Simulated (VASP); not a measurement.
```
MgB2
1.0
    1.57590    -2.72954     0.00000
    1.57590     2.72954     0.00000
    0.00000     0.00000     3.59040
Mg B
1 2
Direct
  0.00000   0.00000   0.00000
  0.33333   0.66667   0.50000
  0.66667   0.33333   0.50000
```

The base run (VASP): PBE GGA, plane waves, VASP's PBE PAW potentials (set 64). Run with 520 eV cut-off, 10×10×8 Γ-centred mesh, first-order Methfessel-Paxton smearing of 0.10 eV, potentials Mg B.

One setting is varied; ΔE counts from the base run. The base run took about 6 core-seconds. Costs are core time on shared hosts, one run each; read them as rough ratios.

Pressures at a finite cut-off, here 520 eV, hold a Pulay part, which wasn't tested here.

```json
[
 {"setting": "KPOINTS 4×4×3 Monkhorst-Pack mesh", "cost over the base run": "within a factor of 2", "electronic steps": "14", "ΔE (meV/atom)": "39.9", "pressure (GPa)": "-9.02"},
 {"setting": "KPOINTS 5×5×4 Monkhorst-Pack mesh", "cost over the base run": "within a factor of 2", "electronic steps": "13", "ΔE (meV/atom)": "-6.0", "pressure (GPa)": "-9.81"},
 {"setting": "base run", "cost over the base run": "reference", "electronic steps": "12", "ΔE (meV/atom)": "0.0", "pressure (GPa)": "-9.45"},
 {"setting": "KPOINTS 8×8×6 Monkhorst-Pack mesh", "cost over the base run": "within a factor of 2", "electronic steps": "13", "ΔE (meV/atom)": "0.8", "pressure (GPa)": "-9.63"},
 {"setting": "KPOINTS 11×11×9 Monkhorst-Pack mesh", "cost over the base run": "within a factor of 2", "electronic steps": "13", "ΔE (meV/atom)": "1.3", "pressure (GPa)": "-9.67"}
]
```

Left out are runs that failed, have no time on record or changed the cell.

The compound is MgB2 in the AlB2 type structure. The cell was not relaxed at this level.
